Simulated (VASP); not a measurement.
OSZICAR of a VASP run on Rh (fcc):

**OSZICAR**
```
       N       E                     dE             d eps       ncg     rms          rms(c)
DAV:   1     0.115789565263E+03    0.11579E+03   -0.95053E+03  3198   0.145E+03
DAV:   2    -0.620702515415E+01   -0.12200E+03   -0.11706E+03  3277   0.386E+02
DAV:   3    -0.774358639846E+01   -0.15366E+01   -0.15230E+01  3649   0.493E+01
DAV:   4    -0.775280132886E+01   -0.92149E-02   -0.92129E-02  3525   0.400E+00
DAV:   5    -0.775294873735E+01   -0.14741E-03   -0.14741E-03  3631   0.477E-01    0.896E+00
DAV:   6    -0.726576916238E+01    0.48718E+00   -0.12326E+00  3310   0.162E+01    0.299E+00
DAV:   7    -0.725276052304E+01    0.13009E-01   -0.15081E-02  3550   0.155E+00    0.153E+00
DAV:   8    -0.724945388440E+01    0.33066E-02   -0.27596E-03  3316   0.834E-01    0.135E-01
DAV:   9    -0.724938089054E+01    0.72994E-04   -0.56285E-05  3727   0.120E-01    0.148E-02
DAV:  10    -0.724938478083E+01   -0.38903E-05   -0.36360E-06  3430   0.280E-02    0.198E-03
DAV:  11    -0.724938480904E+01   -0.28206E-07   -0.16161E-07  2516   0.572E-03
   1 F= -.77937319E+01 E0= -.77936392E+01  d E =-.278192E-03
```

Task: Which electronic solver shows in the log?

Result: It is blocked Davidson (ALGO = Normal, or the opening steps of other solvers). The INCAR had ALGO = Normal.

Task: Can the final energy be trusted as converged?

Result: The run converged. It stopped with EDIFF = 1E-7, NELM = 100 (PBE GGA with D3 dispersion (zero damping), plane waves, VASP's PBE PAW potentials (set 64)).

The compound is Rh in the fcc structure. This cell is one point of a volume scan, at 1.06 of the reference volume.
